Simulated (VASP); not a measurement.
Here is the system:

```
TiSi
1.0
    2.86809     0.00000     0.00000
   -1.43404     2.48383     0.00000
    0.00000     0.00000     8.32122
Ti Si
2 2
Direct
  0.00000   0.00000   0.00000
  0.00000   0.00000   0.50000
  0.33333   0.66667   0.25000
  0.66667   0.33333   0.75000
```

Calculation: r2SCAN meta-GGA, VASP's PBE PAW potentials (set 64) (plane waves; VASP). Settings: 400 eV cut-off, 14×14×4 Γ-centred mesh, tetrahedra with Blöchl corrections, potentials Ti_sv Si.

**Question.** Give the energies of bands 9 to 19 at the high-symmetry points, in eV from the Fermi level.

**Answer.** 
| band | Γ | M | K | A | L | H |
|---|---|---|---|---|---|---|
| 9 | -12.32 | -7.17 | -5.49 | -11.89 | -6.81 | -5.48 |
| 10 | -11.32 | -6.35 | -5.49 | -11.89 | -6.81 | -5.48 |
| 11 | -6.66 | -6.13 | -4.35 | -5.28 | -5.67 | -4.06 |
| 12 | -2.87 | -4.98 | -4.03 | -5.28 | -5.67 | -4.06 |
| 13 | -2.66 | -3.35 | -4.03 | -0.92 | -2.42 | -3.78 |
| 14 | -0.33 | -1.78 | -2.96 | -0.92 | -2.42 | -3.78 |
| 15 | 1.06 | -1.50 | -2.07 | 1.12 | -1.30 | -2.07 |
| 16 | 1.06 | -1.23 | -2.07 | 1.12 | -1.30 | -2.07 |
| 17 | 1.18 | 0.92 | -0.34 | 1.12 | 1.31 | -0.37 |
| 18 | 1.18 | 1.03 | -0.34 | 1.12 | 1.31 | -0.37 |
| 19 | 2.42 | 1.91 | 1.31 | 2.58 | 1.82 | 2.58 |

It has no gap at this level: it comes out as a metal or semimetal.

The structure was generated: TiSi was put into the NiAs type type (P6_3/mmc), which need not be its known phase. It was relaxed first, which changed the volume by -39 %.
